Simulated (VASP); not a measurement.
Input:

```xyz
4
Lattice="1.8632 1.0757 6.1246 -1.8632 1.0757 6.1246 0.0000 -2.1514 6.1246" Properties=species:S:1:pos:R:3 pbc="T T T"
Ba     0.0000     0.0000     0.0000
Sr     0.0000     0.0000     9.1870
O      0.0000     0.0000    13.8869
O      0.0000     0.0000     4.4870
```

Computed with LDA (Ceperley-Alder, Perdew-Zunger) with spin-orbit coupling, VASP's LDA PAW potentials (set 64) (plane waves; VASP 6.6.1). Numerical set-up: 520 eV cut-off, 6×6×6 Γ-centred mesh, Gaussian smearing of 0.050 eV, potentials Ba_sv Sr_sv O.

### Question
Give the energies of bands 21 to 34 at the high-symmetry points, in eV from the valence-band maximum.

### Answer

```tsv
band	Γ	T	H2	L	S0	F
21	-2.16	-1.47	-1.49	-1.26	-1.55	-2.22
22	-2.16	-1.47	-1.49	-1.26	-1.55	-2.22
23	-1.39	-1.18	-1.28	-1.13	-1.28	-1.43
24	-1.39	-1.18	-1.28	-1.13	-1.28	-1.43
25	-1.38	-0.89	-1.04	-1.09	-1.04	-1.38
26	-1.38	-0.89	-1.04	-1.09	-1.04	-1.38
27	-0.23	-0.85	-0.67	-0.86	-0.65	-0.24
28	-0.23	-0.85	-0.67	-0.86	-0.65	-0.24
29	-0.14	-0.82	-0.43	-0.63	-0.43	-0.04
30	-0.14	-0.82	-0.43	-0.63	-0.43	-0.04
31	-0.11	-0.80	-0.31	-0.36	-0.24	0.00
32	-0.11	-0.80	-0.31	-0.36	-0.24	0.00
33	3.75	4.38	4.54	3.41	4.58	2.24
34	3.75	4.38	4.54	3.41	4.58	2.24
```

The gap is direct, 2.24 eV, from the valence maximum at F to the conduction minimum at F.

The structure comes from a computed database's BaSrO2 entry (R-3m); how it stands against other phases isn't given here. It was relaxed first, which changed the volume by -7 %.
